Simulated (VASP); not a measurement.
VASP runs on Co₃As (a trial cell in the D03 structure, space group Fm-3m) share one base input (PBE GGA, plane waves, VASP's PBE PAW potentials (set 64)) and change the settings named in each case.

File POSCAR:
```
Co3As
1
    0.0000000000     2.9138740000     2.9138740000
    2.9138740000     0.0000000000     2.9138740000
    2.9138740000     2.9138740000     0.0000000000
As Co
1 3
Direct
  0.0000000000   0.0000000000   0.0000000000
  0.5000000000   0.5000000000   0.5000000000
  0.2500000000   0.2500000000   0.2500000000
  0.7500000000   0.7500000000   0.7500000000
```

**INCAR**
```
SYSTEM = Co3As
PREC = Accurate
ENCUT = 400
EDIFF = 1E-6
NELM = 100
ALGO = Normal
LREAL = .FALSE.
LASPH = .TRUE.
ISMEAR = 0
SIGMA = 0.05
GGA = PE
LMAXMIX = 4
ISPIN = 2
MAGMOM = 0.0 3.0 3.0 3.0
LORBIT = 10
LWAVE = .FALSE.
LCHARG = .FALSE.
ISIF = 2
```

**KPOINTS**
```
Automatic mesh
0
Gamma
6 6 6
0 0 0
```

POTCAR, in this order: As Co (PBE.64 set). Program: vasp_std.

| change | E(σ→0) (eV/atom) | pressure (GPa) | moment (μB) | −TS (eV) |
|---|---|---|---|---|
| base run | -6.3858 | -7.29 | 4.60 | -0.0036 |
| ISPIN = 1, the spin start removed | -6.2238 | -16.21 | - | -0.0096 |
| MAGMOM = 0 0 0 0 | -6.2238 | -16.25 | 0.00 | -0.0096 |
| MAGMOM = 0.0 0.6 0.6 0.6 | -6.3858 | -7.37 | 4.60 | -0.0036 |
| MAGMOM = 0.0 5.0 5.0 5.0 | -6.3858 | -7.23 | 4.60 | -0.0037 |
| MAGMOM = 0.0 3.0 -3.0 3.0 | -6.2742 | -12.10 | 1.38 | -0.0051 |
| NUPDOWN = 0 | -6.2238 | -16.26 | 0.00 | -0.0096 |
| NUPDOWN = 1 | -6.2367 | -15.81 | 1.00 | -0.0124 |
| NUPDOWN = 2 | -6.2775 | -13.92 | 2.00 | -0.0128 |
| NUPDOWN = 7 | -5.9976 | 5.80 | 7.00 | -0.0067 |
| NUPDOWN = 9 | -5.1223 | 22.85 | 9.00 | -0.0071 |

Left out are runs that ran out of time, are held back, or changed the cell or the kind of run, fixed moments of cells without a moment, rows past the twelfth, gaps on odd meshes, pressures of charged cells and columns that move by less than the noise.

The structure was generated: Co3As was put into the D03 type (Fm-3m), which need not be its known phase. The cell was not relaxed at this level.
